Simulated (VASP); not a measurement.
```
CELL_PARAMETERS angstrom
      3.28579     0.00000     0.00000
     -1.64290     2.84558     0.00000
      0.00000     0.00000     5.30945
ATOMIC_POSITIONS crystal
  Zn 0.33333 0.66667 0.99817
  Zn 0.66667 0.33333 0.49817
  O  0.33333 0.66667 0.37683
  O  0.66667 0.33333 0.87683
```

Calculation: PBE GGA, VASP's PBE PAW potentials (set 64) (plane waves; VASP). Run with 520 eV cut-off, 10×10×6 Γ-centred mesh, tetrahedra with Blöchl corrections, potentials Zn O.

### Question
What does the run give for the energy per atom (σ→0)?

### Answer

| Quantity | Value |
|---|---|
| energy per atom (σ→0) | -4.466 eV/atom |

Total energies compare only between runs with the same potentials, cut-off and functional.

The structure was generated: ZnO was put into the wurtzite type (P6_3mc), which need not be its known phase. It was relaxed first, which changed the volume by +21 %.
